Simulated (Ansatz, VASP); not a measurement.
# Al11In10Ga11As32 (random zinc-blende (Ga, In, Al)As solid solution) in two plane-wave programs, part 3 of 3

Wanted: the spread between two codes on one cell, functional and k mesh. Of the first pair: The structure shown is the start of the Ansatz relaxation below; VASP solves that cell, so the two are compared at the walk's first step.

VASP 6.6.1 and Ansatz 0.2.0.

So far. Step 3 (VASP: single point, PBE, start cell, pair 1): The run ends at a pressure of 5.36 GPa, with forces up to 4.4 eV/Å. Step 6 (VASP: single point, PBE, relaxed atoms in a fixed cell …): The run ends at a pressure of 3.48 GPa, with forces up to 0.035 eV/Å.

## 8. VASP: single point, PBE, pair 3

Level of this step: PBE; plane waves and PAW (In_d, As, Ga_d, Al) (VASP).

With cell and atoms fixed, the geometry can't cause a difference; cores, projectors, grids and the points listed under the comparison can.

The input, INCAR:

```
SYSTEM = Al11In10Ga11As32
PREC = Accurate
ENCUT = 500
EDIFF = 1E-06
NELM = 120
ISMEAR = -1
SIGMA = 0.025
LREAL = Auto
ALGO = Normal
GGA = PE
NBANDS = 280
LORBIT = 11
LWAVE = .FALSE.
LCHARG = .FALSE.
ISIF = 2
LASPH = .TRUE.
GGA_COMPAT = .FALSE.
EFERMI = MIDGAP
NCORE = 2
```

The input, POSCAR:

```
Al11In10Ga11As32
1.0
   11.5540000000      0.0000000000      0.0000000000
    0.0000000000     11.5540000000      0.0000000000
    0.0000000000      0.0000000000     11.5540000000
In As Ga Al
10 32 11 11
Direct
    0.9966800000      0.0100300000      0.0050300000
    0.9936600000      0.2460100000      0.2451000000
    0.2470500000      0.9957600000      0.2475800000
    0.0041100000      0.5035300000      0.9888300000
    0.9955700000      0.7610500000      0.2467400000
    0.9908700000      0.7511100000      0.7579200000
    0.5100100000      0.9867900000      0.0151600000
    0.5009700000      0.7497000000      0.2493600000
    0.7468900000      0.7529600000      0.9967800000
    0.7491800000      0.4935700000      0.7559900000
    0.1313300000      0.1302200000      0.1262800000
    0.1306000000      0.3801400000      0.3735100000
    0.3669900000      0.1243600000      0.3660900000
    0.3639300000      0.3777400000      0.1157600000
    0.1272600000      0.1300300000      0.6280400000
    0.1241100000      0.3710500000      0.8701600000
    0.3648700000      0.1295800000      0.8711600000
    0.3834500000      0.3753700000      0.6369800000
    0.1241000000      0.6205700000      0.1175300000
    0.1128300000      0.8694200000      0.3662100000
    0.3738900000      0.6299000000      0.3710000000
    0.3648400000      0.8847500000      0.1277200000
    0.1308000000      0.6336100000      0.6379400000
    0.1159000000      0.8754700000      0.8723200000
    0.3832300000      0.6255300000      0.8763700000
    0.3709100000      0.8734600000      0.6263500000
    0.6293600000      0.1264500000      0.1341500000
    0.6251900000      0.3658900000      0.3721600000
    0.8703100000      0.1141900000      0.3675900000
    0.8722100000      0.3921900000      0.1162200000
    0.6253200000      0.1417200000      0.6218500000
    0.6202600000      0.3791600000      0.8683000000
    0.8714600000      0.1250400000      0.8605700000
    0.8751600000      0.3777300000      0.6291900000
    0.6316100000      0.6359100000      0.1304100000
    0.6294800000      0.8843200000      0.3785000000
    0.8771600000      0.6166300000      0.3819400000
    0.8705000000      0.8751300000      0.1183600000
    0.6246400000      0.6137400000      0.6302300000
    0.6155500000      0.8825900000      0.8718500000
    0.8802200000      0.6241400000      0.8682200000
    0.8824700000      0.8700000000      0.6277400000
    0.2373800000      0.2516200000      0.0009500000
    0.9867900000      0.9953600000      0.4978400000
    0.9945400000      0.2496000000      0.7510100000
    0.2561200000      0.0068900000      0.7566600000
    0.2445100000      0.4984900000      0.7504200000
    0.7645600000      0.9934400000      0.2445300000
    0.7595900000      0.2371900000      0.9942900000
    0.4985900000      0.0021600000      0.4948000000
    0.7521000000      0.0006300000      0.7427800000
    0.7555100000      0.4894500000      0.2648600000
    0.5007800000      0.7463500000      0.7537800000
    0.2616100000      0.2580400000      0.5021000000
    0.2551700000      0.5087800000      0.2626800000
    0.2467100000      0.7447000000      0.9997800000
    0.9990100000      0.4982600000      0.5002700000
    0.2480400000      0.7477500000      0.5011500000
    0.4977700000      0.2537300000      0.2549000000
    0.5125600000      0.2507500000      0.7358600000
    0.7448700000      0.2566200000      0.4966600000
    0.5051400000      0.5011100000      0.0040300000
    0.4948600000      0.4944200000      0.4951000000
    0.7532300000      0.7539600000      0.5153000000
```

The input, KPOINTS:

```
Automatic mesh
0
Gamma
1 1 1
0 0 0
```

Potentials, in the order of the species: In_d, As, Ga_d and Al (PBE family, release 64).

Started as:

```sh
> mpirun -np 8 vasp_gam
```

Numbers of over 12 decimals in the logs are rounded to 6 here.

What it wrote:

```text
[... set-up lines as in an earlier step ...]
 entering main loop
       N       E                     dE             d eps       ncg     rms          rms(c)
DAV:   1     0.726641555885E+04    0.72664E+04   -0.18517E+05   568   0.213E+03
DAV:   2     0.179097032060E+04   -0.54754E+04   -0.52917E+04   560   0.636E+02
DAV:   3     0.522700544262E+02   -0.17387E+04   -0.16075E+04   688   0.264E+02
DAV:   4    -0.240133605506E+03   -0.29240E+03   -0.27355E+03   712   0.101E+02
[...]
DAV:  15    -0.256041940237E+03   -0.22071E-04   -0.14658E-04   784   0.465E-02    0.429E-02
DAV:  16    -0.256041945240E+03   -0.50035E-05   -0.32759E-05   760   0.225E-02    0.213E-02
DAV:  17    -0.256041945362E+03   -0.12172E-06   -0.67534E-06   480   0.230E-02
   1 F= -.25604195E+03 E0= -.25604157E+03  d E =-.742871E-03
```

OUTCAR, selected parts (step 8):

```text
  Total       53.5142057     51.1383930     52.4745466      7.6653830      3.2399553     -4.9247224
  in kB       55.5881955     53.1203061     54.5082435      7.9624616      3.3655227     -5.1155843
  external PRESSURE =      54.4055817 kB  Pullay stress =       0.0000000 kB

 POSITION                                       TOTAL-FORCE (eV/Angst)
 -----------------------------------------------------------------------------------
     11.51564      0.11589      0.05812         0.415412     -0.130620     -0.827970
     11.48075      2.84240      2.83189         0.060217      1.356375      0.159979
      2.85442     11.50501      2.86054        -1.480935      0.617770      1.301811
      0.04749      5.81779     11.42494         0.255949     -0.340344      0.143467
     11.50282      8.79317      2.85083        -1.065209     -3.119611     -1.339047
     11.44851      8.67832      8.75701         1.741414      0.206093     -0.715702
      5.89266     11.40137      0.17516        -1.163811      2.390947     -0.335376
      5.78821      8.66203      2.88111        -0.177490      1.606435      0.188154
      8.62957      8.69970     11.51680         0.051274     -0.310577     -1.450629
      8.65603      5.70271      8.73471         0.633084      0.745069     -0.304659
      1.51739      1.50456      1.45904        -0.185800      0.465025     -0.604066
      1.50895      4.39214      4.31553         0.062514      0.023166      0.906326
      4.24020      1.43686      4.22980         1.447194      1.261753      1.721306
      4.20485      4.36441      1.33749         0.929873      0.312024      1.160645
[...]
-----------------------------------------------------------------------------------
    total drift:                                0.012132      0.001117     -0.000815

  FREE ENERGIE OF THE ION-ELECTRON SYSTEM (eV)
  ---------------------------------------------------
  free  energy   TOTEN  =      -256.0419453617 eV

  energy  without entropy=     -256.0412024912  energy(sigma->0) =     -256.04157393

[... 1 part as in an earlier step ...]

[... 1 further part left out ...]
```

The run ends at a pressure of 5.44 GPa, with forces up to 4.4 eV/Å.

## 9. Ansatz: single point, PBE, pair 3

The same cell, functional, mesh and smearing now go to Ansatz, which takes its cutoff from its data sets.

The cell is taken from a series of runs on this material, whose earlier steps may have relaxed, scaled, displaced or heated it; both programs get it as it stands.

The input, input.yaml:

```yaml
crystal:
  lattice:
    - [11.554, 0.0, 0.0]
    - [0.0, 11.554, 0.0]
    - [0.0, 0.0, 11.554]
  atoms:
    - { symbol: In, position: [0.99668, 0.01003, 0.00503] }
    - { symbol: As, position: [0.13133, 0.13022, 0.12628] }
    - { symbol: In, position: [0.99366, 0.24601, 0.2451] }
    - { symbol: As, position: [0.1306, 0.38014, 0.37351] }
    - { symbol: In, position: [0.24705, 0.99576, 0.24758] }
    - { symbol: As, position: [0.36699, 0.12436, 0.36609] }
    - { symbol: Ga, position: [0.23738, 0.25162, 0.00095] }
    - { symbol: As, position: [0.36393, 0.37774, 0.11576] }
    - { symbol: Ga, position: [0.98679, 0.99536, 0.49784] }
    - { symbol: As, position: [0.12726, 0.13003, 0.62804] }
    - { symbol: Ga, position: [0.99454, 0.2496, 0.75101] }
    - { symbol: As, position: [0.12411, 0.37105, 0.87016] }
    - { symbol: Ga, position: [0.25612, 0.00689, 0.75666] }
    - { symbol: As, position: [0.36487, 0.12958, 0.87116] }
    - { symbol: Al, position: [0.26161, 0.25804, 0.5021] }
    - { symbol: As, position: [0.38345, 0.37537, 0.63698] }
    - { symbol: In, position: [0.00411, 0.50353, 0.98883] }
    - { symbol: As, position: [0.1241, 0.62057, 0.11753] }
    - { symbol: In, position: [0.99557, 0.76105, 0.24674] }
    - { symbol: As, position: [0.11283, 0.86942, 0.36621] }
    - { symbol: Al, position: [0.25517, 0.50878, 0.26268] }
    - { symbol: As, position: [0.37389, 0.6299, 0.371] }
    - { symbol: Al, position: [0.24671, 0.7447, 0.99978] }
    - { symbol: As, position: [0.36484, 0.88475, 0.12772] }
    - { symbol: Al, position: [0.99901, 0.49826, 0.50027] }
    - { symbol: As, position: [0.1308, 0.63361, 0.63794] }
    - { symbol: In, position: [0.99087, 0.75111, 0.75792] }
    - { symbol: As, position: [0.1159, 0.87547, 0.87232] }
    - { symbol: Ga, position: [0.24451, 0.49849, 0.75042] }
    - { symbol: As, position: [0.38323, 0.62553, 0.87637] }
    - { symbol: Al, position: [0.24804, 0.74775, 0.50115] }
    - { symbol: As, position: [0.37091, 0.87346, 0.62635] }
    - { symbol: In, position: [0.51001, 0.98679, 0.01516] }
    - { symbol: As, position: [0.62936, 0.12645, 0.13415] }
    - { symbol: Al, position: [0.49777, 0.25373, 0.2549] }
    - { symbol: As, position: [0.62519, 0.36589, 0.37216] }
    - { symbol: Ga, position: [0.76456, 0.99344, 0.24453] }
    - { symbol: As, position: [0.87031, 0.11419, 0.36759] }
    - { symbol: Ga, position: [0.75959, 0.23719, 0.99429] }
    - { symbol: As, position: [0.87221, 0.39219, 0.11622] }
    - { symbol: Ga, position: [0.49859, 0.00216, 0.4948] }
    - { symbol: As, position: [0.62532, 0.14172, 0.62185] }
    - { symbol: Al, position: [0.51256, 0.25075, 0.73586] }
    - { symbol: As, position: [0.62026, 0.37916, 0.8683] }
    - { symbol: Ga, position: [0.7521, 0.00063, 0.74278] }
    - { symbol: As, position: [0.87146, 0.12504, 0.86057] }
    - { symbol: Al, position: [0.74487, 0.25662, 0.49666] }
    - { symbol: As, position: [0.87516, 0.37773, 0.62919] }
    - { symbol: Al, position: [0.50514, 0.50111, 0.00403] }
    - { symbol: As, position: [0.63161, 0.63591, 0.13041] }
    - { symbol: In, position: [0.50097, 0.7497, 0.24936] }
    - { symbol: As, position: [0.62948, 0.88432, 0.3785] }
    - { symbol: Ga, position: [0.75551, 0.48945, 0.26486] }
    - { symbol: As, position: [0.87716, 0.61663, 0.38194] }
    - { symbol: In, position: [0.74689, 0.75296, 0.99678] }
    - { symbol: As, position: [0.8705, 0.87513, 0.11836] }
    - { symbol: Al, position: [0.49486, 0.49442, 0.4951] }
    - { symbol: As, position: [0.62464, 0.61374, 0.63023] }
    - { symbol: Ga, position: [0.50078, 0.74635, 0.75378] }
    - { symbol: As, position: [0.61555, 0.88259, 0.87185] }
    - { symbol: In, position: [0.74918, 0.49357, 0.75599] }
    - { symbol: As, position: [0.88022, 0.62414, 0.86822] }
    - { symbol: Al, position: [0.75323, 0.75396, 0.5153] }
    - { symbol: As, position: [0.88247, 0.87, 0.62774] }
kpoints:
  mp_grid: { grid: [1, 1, 1] }
hamiltonian:
  xc: pbe
scf:
  occupations: { method: fermi_dirac, width: 0.025 }
output:
  forces: true
  stress: true
  populations: true
  dos:
    method: { smearing: { sigma: 0.08 } }
    de: 0.1
    projected: { site_lists: { Al: [Al], As: [As], Ga: [Ga], In: [In] } }
  eigenvalues: true
```

Started as:

```sh
> ansatz run input.yaml --threads 4 --pin off --max-ram 8192MiB --backend cpu --events-out ev --progress --plain --runs-dir out
```

What it wrote:

```text
[...]
Crystal: 64 atoms, lattice volume = 1542.400 Å³
Basis set: ecut = 420 eV, 30095 PW (Γ), exchange–correlation on 160×160×160 points (8 copies of the dense FFT grid, shifted against one another)
Bands: 472, of which v1, the nominal top of the filled ones, is band 393 counted from 1 (392 counted from 0)
Symmetry: 1 space group operations
[...]
k-points: 1
[...]
--- Löwdin populations: 64 sites ---
  site symbol       q [e]
     0     In     12.6796
     1     As     15.2072
     2     In     12.6797
     3     As     15.3502
     4     In     12.6406
     5     As     15.2646
     6     Ga     12.8962
     7     As     15.2760
[...]
60     In     12.6726
    61     As     15.2872
    62     Al      2.6146
    63     As     15.1657
  spilling = 0.001848 (of n_electrons = 786.000000)
[key lines of the parts left out:]
SCF converged after 8 iterations
Free energy (F): -258908.524742 eV
Fermi energy:    7.976146 eV
P = ⅓ Tr σ = 5.2994 GPa (52.994 kbar)
```

## 10. Comparison

What differs besides the data sets and the points named for the pairs above, as far as they apply: the data sets hold 786 valence electrons in Ansatz (on its default PAW (the set named soft_2) files) and 466 in VASP; the cutoff is 420 eV in Ansatz and 500 eV in VASP (PREC = Accurate, projectors in real space). Total energies have different zeros and are not compared.

Both answers:

```csv
quantity,Ansatz,VASP,difference
pressure (GPa),5.30,5.44,-0.14
gap on the k mesh (eV),0.347,0.349,-0.002
```

Forces on 9 of the 64 atoms, those with the largest forces and the largest differences (eV/Å; atoms numbered as in POSCAR):

```
atom          Ansatz x, y, z            VASP x, y, z
 In5  -1.068, -3.119, -1.344  -1.065, -3.120, -1.339
As17     1.609, 0.805, 0.716     1.623, 0.812, 0.720
As20     1.944, 1.445, 3.664     1.942, 1.441, 3.665
As22   0.456, -3.351, -1.532   0.455, -3.352, -1.533
As31   0.964, -2.308, -1.076   0.971, -2.325, -1.084
As32   -1.041, -2.121, 2.273   -1.039, -2.130, 2.277
As35    0.082, -3.105, 0.082    0.080, -3.108, 0.088
As40   1.492, -0.941, -2.378   1.492, -0.938, -2.375
Al60    -1.620, 0.506, 2.450    -1.635, 0.506, 2.474
```

The forces differ by 5.3 meV/Å r.m.s., which is 0.5 % of the r.m.s. force of 1.097 eV/Å (both taken over all components). A gap on the mesh is an upper bound, since the band edges may lie between its points.

## 11. Outcome

| Quantity | Value |
| --- | --- |
| r.m.s. force difference (single point, PBE, start cell, pair 1) | 0.51 % of the r.m.s. force |
| difference in gap on the k mesh (single point, PBE, relaxed atoms in a fixed cell, pair 2) | -0.0018 eV |
| r.m.s. force difference (single point, PBE, pair 3) | 0.49 % of the r.m.s. force |

In words: The r.m.s. force difference is 0.51 % of the r.m.s. force (single point, PBE, start cell, pair 1), within the 3 % picked in this series as the mark of a large difference. The data sets hold unlike numbers of valence electrons (786 in Ansatz and 466 in VASP), so part of the differences may come from the potentials. How closely two codes agree says nothing of how well the functional describes the real material.

[Lines on the potential files, build, host, timing and source positions are cut from VASP's logs without a mark.]

[Logs are printed without paths, hosts, clocks, repeated set-up lines and the standing remarks that a program may print on its own settings, such as how far it seeks lower states.]

[Hosts, paths, dates, database ids (printed as entryN), source tags and the programs' standing remarks are cut or masked in the printed files.]
